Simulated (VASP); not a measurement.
An input for Ansatz (written as the equivalent of a VASP run, and not itself run):

Ansatz 0.2 input:
```yaml
crystal:
  lattice:
    - [0.0000000, 2.3910499, 2.3910499]
    - [2.3910499, 0.0000000, 2.3910499]
    - [2.3910499, 2.3910499, 0.0000000]
  atoms:
    - { symbol: Cd, position: [0.0000000, 0.0000000, 0.0000000] }
    - { symbol: O, position: [0.5000000, 0.5000000, 0.5000000] }
kpoints:
  mp_grid: { grid: [12, 12, 12] }
hamiltonian:
  xc: pbe
  pseudopotentials: { kind: paw }
scf:
  occupations: { method: methfessel_paxton, width: 0.1 }
  max_iter: 100
output: { forces: true, stress: true, eigenvalues: true }
```

Problem. Write the VASP files for the same calculation (PBE).

Solution. Several could match; the one computed here: 
File KPOINTS:
```
Automatic
0
Gamma
  12 12 12
0 0 0
```

POSCAR:
```
CdO
4.78210
  0.0000000000   0.4999999859   0.4999999859
  0.4999999859   0.0000000000   0.4999999859
  0.4999999859   0.4999999859   0.0000000000
Cd O
1 1
Cart
  0.0000000000   0.0000000000   0.0000000000
  0.4999999859   0.4999999859   0.4999999859
```

INCAR:
```
# general
SYSTEM =CdO
PREC   =Accurate
ENCUT  =600
LREAL  =.FALSE.   # projection in real space or not
LASPH  =.TRUE.   # aspherical one-centre terms

# electronic loop
EDIFF  =1E-7   # SCF stop (eV)
NELM   =100   # most electronic steps
ALGO   =Normal   # blocked Davidson
LMAXMIX=4   # l cut-off of mixed one-centre charges

# smearing
ISMEAR =1
SIGMA  =0.1

# functional
GGA    =PE

# ions
ISIF   =2

# output
LWAVE  =.FALSE.
LCHARG =.FALSE.
```

POTCAR, in this order: Cd O (PBE.64 set). Program: vasp_std.

What does not carry over: each code has its own PAW files, so the cut-off isn't converted (ENCUT is set for VASP's; basis.ecutwfc is left out, and Ansatz then takes the one that its files recommend); Ansatz stops its SCF on the density residual and VASP on the energy change (EDIFF).

The compound is CdO in the rock salt structure. It was relaxed first, which changed the volume by +5 %.
